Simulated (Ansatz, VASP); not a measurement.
# Ti (Titanium): VASP beside Ansatz, part 2 of 2

Aim: how closely do two programs agree when they are given the same cell, functional and k mesh? The cell is taken from a series of runs on this material, whose earlier steps may have relaxed, scaled, displaced or heated it; both programs get it as it stands.

VASP 6.6.1 and Ansatz 0.2.0.

So far: The starting structure; VASP: zone-centre phonons, PBEsol.

## 3. Ansatz: zone-centre phonons, PBEsol

Level of this step: Ansatz beside VASP: Kohn-Sham DFT, plane waves, PBEsol (Ansatz).

Ansatz runs on its PAW soft_1 files.

The same cell, functional, mesh and smearing now go to Ansatz, which takes its cutoff from its data sets.

input.yaml

```yaml
crystal:
  lattice:
    - [2.842433125, 0.0, 0.0]
    - [-1.4212165625, 2.4616192948, 0.0]
    - [0.0, 0.0, 4.6671915164]
  atoms:
    - { symbol: Ti, position: [0.3333333333, 0.6666666667, 0.25] }
    - { symbol: Ti, position: [0.6666666667, 0.3333333333, 0.75] }
kpoints:
  mp_grid: { grid: [18, 18, 12] }
hamiltonian:
  xc: pbesol
  pseudopotentials: { kind: paw, azcp: { folder: soft_1 }, xc_functional: pbe }
scf:
  occupations: { method: methfessel_paxton, width: 0.2 }
output:
  eigenvalues: true
phonons:
  method: dfpt
```

Launch:

```
ansatz run input.yaml --threads 4 --pin off --max-ram 10240MiB --backend cpu --events-out ev --progress --plain --runs-dir out
```

Numbers of over 12 decimals in the logs are rounded to 6 here.

The program printed:

```text
zone centre: on kpoints.mp_grid the ground state, and the responses unless they are solved on pairs of k-points, stand on 637 of the mesh's 3888 k-points, reduced under 4 symmetry operations, with k and −k counted as one. Each operation leaves every solved displacement unchanged or reverses it
Engine: ansatz 0.2.0, aarch64-unknown-linux-gnu
Pseudopotentials: kind: paw
Pseudopotential: Ti, paw, valence charge 12, recommended cutoff 420 eV (normal), soft_1/Ti.paw.azcp
Functional definition: PBEsol
  exchange = pbesol_x
  correlation = pbesol_c
Crystal: 2 atoms, lattice volume = 32.656 Å³
Basis set: ecut = 420 eV, 627 PW (Γ), exchange–correlation on 40×40×64 points (8 copies of the dense FFT grid, shifted against one another)
Bands: 16, of which v1, the nominal top of the filled ones, is band 12 counted from 1 (11 counted from 0)
Symmetry: 24 space group operations
k-points: 637 of 3888 (irreducible under 4 space group operations, time reversal used)
Non-local potential: Ti, projectors of the file, l = 0: 3, l = 1: 2, l = 2: 3, l = 3: 1
PAW form: soft (Blöchl's): semilocal exchange-correlation on the pseudo side does not see the compensation charge
PAW frozen core: Ti, regenerated for the run's functional, and the local potential with it (the file was generated under x = pbe(κ = 0.804, μ = 0.219515), c = pbe(β = 0.066725))
PAW one-centre angular grid: Ti, 590 points (default); XC on 64 Gauss nodes
Initial density: superposition of atomic densities (chi_scale 0.1, normalization cell)
Initial wavefunctions: pseudopotential atomic-orbital guess
Functional: x = pbesol(κ = 0.804, μ = 0.123457), c = pbesol(β = 0.046)
SCF iter   1: F=—  HF=-4948.236411 eV  |F-HF|=—  |Δ(HF+E_count)|=         —  Δρ=6.41e-2  dr2=1.35e0  ethr=3.10e-3  ⟨swp⟩=4.3  Hψ=89091  notcnv=0
automatic band count: the SCF goes on with 20 bands, as 16 were too few: they end inside the smearing window of the response
preconditioner: auto → none  [metal: Δε(μ)=0.014 eV  Ē_g=4.818 eV  σ=0.200 eV  W_gap=0.06  n_scr=8 (ndim 8)  ℏωp=18.4 eV  f_vac=0.000  D(μ)=1.54/eV (n_scr^D=22)  sad-step TF]
SCF iter   2: F=—  HF=-4947.929714 eV  |F-HF|=—  |Δ(HF+E_count)|=   3.07e-1  S|Δr|=    0.00e0  Δρ=3.64e-2  dr2=4.58e-1  ethr=3.10e-3  ⟨swp⟩=2.0  Hψ=21408  notcnv=0  defer=910
SCF iter   3: F=—  HF=-4947.780990 eV  |F-HF|=—  |Δ(HF+E_count)|=   1.49e-1  S|Δr|=    0.00e0  Δρ=1.50e-3  dr2=3.30e-4  ethr=1.91e-3  ⟨swp⟩=3.0  Hψ=22652  notcnv=0  defer=910
SCF iter   4: F=—  HF=-4947.781051 eV  |F-HF|=—  |Δ(HF+E_count)|=   6.12e-5  S|Δr|=    0.00e0  Δρ=1.50e-4  dr2=5.06e-6  ethr=1.37e-6  ⟨swp⟩=2.6  Hψ=22397  notcnv=0  defer=873
SCF iter   5: F=—  HF=-4947.781056 eV  |F-HF|=—  |Δ(HF+E_count)|=   4.84e-6  S|Δr|=    0.00e0  Δρ=6.63e-5  dr2=9.94e-7  ethr=2.11e-8  ⟨swp⟩=2.0  Hψ=19611  notcnv=0  defer=873
SCF iter   6: F=—  HF=-4947.781056 eV  |F-HF|=—  |Δ(HF+E_count)|=   4.25e-7  S|Δr|=    0.00e0  Δρ=1.08e-5  dr2=2.37e-8  ethr=4.14e-9  ⟨swp⟩=2.4  Hψ=17634  notcnv=0  defer=873
SCF iter   7: F=—  HF=-4947.781056 eV  |F-HF|=—  |Δ(HF+E_count)|=   8.87e-9  S|Δr|=    0.00e0  Δρ=1.03e-6  dr2=2.60e-10  ethr=9.86e-11  ⟨swp⟩=3.0  Hψ=21147  notcnv=0  defer=873
SCF iter   8: F=-4947.781056 eV  HF=-4947.781056 eV  |F-HF|=9.09e-13  |Δ(HF+E_count)|=  1.06e-10  S|Δr|=    0.00e0  Δρ=3.99e-8  dr2=1.57e-13  ethr=1.00e-12  ⟨swp⟩=8.9  Hψ=51003  notcnv=0
SCF 1 converged in 8 iterations: F = -4947.781056 eV  dr2 = 1.57e-13
  greatest PAW one-centre occupation: 0.999 electrons in one spin orbital (limit 2), on the Ti atom at site 1 (counted from 0), in its partial waves of l = 0
DFPT response loops at Γ: preconditioner auto → Kerker (q_TF=auto, 2.592 Å⁻¹) (partly filled bands, converged f_vac=0.000); β = 1.00, the filter's whole step (`scf.mixing.beta` (0.50) is not read by the response loops under this deck's `scf.mixing.preconditioner`; to damp them name `kerker` or `kerker_dos`, under which they read `scf.mixing.beta`, and type it under 1.00, their step now; both keys bind the ground state too); Broyden in place of MSR1
SCF converged after 8 iterations
Stability not checked: this state was not tested for a lower state beside it, because cold or Methfessel-Paxton smearing, or corrected tetrahedra, fill the levels in a way that the test cannot read (fill_not_monotonic; see scf.lower_state_search)
Free energy (F): -4947.781056 eV
Harris-Foulkes:  -4947.781056 eV  (|F-HF|=9.09e-13)
Internal energy: -4947.785332 eV  (E = F + TS)
E sigma→0 (E₀):  -4947.782125 eV
Entropy (-TS):   0.004276 eV (2.138 meV/atom)
Fermi energy:    14.153141 eV
--- Per-component energies (eV) ---
  E_band       = -292.289654
  E_kinetic    = 565.003557
  E_local      = -1678.246671  (includes V_loc(G=0)·N_el)
  E_nonlocal   = 124.112563
  E_hartree    = 668.042969
  E_xc         = -231.307477
  E_vxc        = -291.049346  (∫ρ·V_xc dr)
  E_paw        = -2035.061941  (= ΣΔE_a)
  E_vpaw       = -348.195552  (= ΣTr[D̂ρ^β])
  E_aug_tail   = -0.000152  (compensation charges beyond the density's cutoff)
  E_ewald      = -2360.606950
  E_core_change = 0.278769  (= ΣΔE_core)
  E_smearing   = 0.004276  (= −TS)
  E_closure    = -0.000000  (closes the sum)
  Σ components = -4947.781056   (vs F -4947.781056, Δ=0.00e0)
--- Band table (eV; the first three rows and the last of 637) ---
  k-point 0: bands = [... 8 lower, 7.8363, 11.2921, 14.7596, 14.8526, 15.0077, 15.0077, 15.4926, 15.4926, ... 4 higher]
  k-point 1: bands = [... 8 lower, 7.8955, 11.2638, 14.6622, 14.8204, 14.9861, 14.9861, 15.4641, 15.4641, ... 4 higher]
  k-point 2: bands = [... 8 lower, 8.0707, 11.1645, 14.4271, 14.7278, 14.9393, 14.9393, 15.3862, 15.3862, ... 4 higher]
  k-point 636: bands = [... 8 lower, 12.0487, 12.0487, 13.5464, 13.5464, 14.0893, 14.0893, 15.8224, 15.8224, ... 4 higher]
--- Phonons (Γ-DFPT): 2 representative perturbations + reference, on 637 of 3888 k-points (Σ response iterations 6) ---
  k mesh reduced under 4 symmetry operations, with k and −k counted as one. Each operation leaves every solved displacement unchanged or reverses it
  ASR residual: 1.461e-5 → 0.000e0 eV/Å²; symmetrization residual: 4.658e-13 eV/Å²
  ASR residual per site (eV/Å²): 1.46e-5 1.46e-5
  Γ frequencies (cm⁻¹): 0.00 0.00 0.00 119.60 119.60 201.64
  non-analytic LO–TO correction: not included (Born effective charges unavailable; polar crystals: no LO–TO splitting at Γ)
```

Reading the cycles: dr2 is the Hartree energy of the density residual (eV), the measure of convergence; HF is the Harris–Foulkes estimate of the energy, which meets the free energy F at convergence.

## 4. Comparison

Known differences besides the potentials themselves: the cutoff is 420 eV in Ansatz and 500 eV in VASP; Ansatz makes its cores anew for this functional, VASP keeps those of its PBE data sets. Total energies have different zeros and are not compared.

Both answers:

| quantity | Ansatz | VASP | difference |
| --- | --- | --- | --- |
| optical mode 1 to 2 (cm⁻¹) | 119.6 | 119.9 | -0.22 % |
| optical mode 3 (cm⁻¹) | 201.6 | 201.9 | -0.13 % |

Modes are paired by rising frequency, not by their patterns, so a pair may set unlike modes beside each other; they are those without the splitting of longitudinal modes.

## 5. Summary of results

```
r.m.s. difference of the optical zone-centre modes, each program's sorted by frequency (zone-centre phonons, PBEsol) : 0.26 cm⁻¹
```

The r.m.s. difference of the optical zone-centre modes, each program's sorted by frequency is 0.26 cm⁻¹ (zone-centre phonons, PBEsol). How closely two codes agree says nothing of how well the functional describes the real material.

[Lines on the potential files, build, host, timing and source positions are cut from VASP's logs without a mark.]

[Logs are printed without paths, hosts, clocks, repeated set-up lines and the standing remarks that a program may print on its own settings, such as how far it seeks lower states.]

[Hosts, paths, dates, database ids (printed as entryN), source tags and the programs' standing remarks are cut or masked in the printed files.]
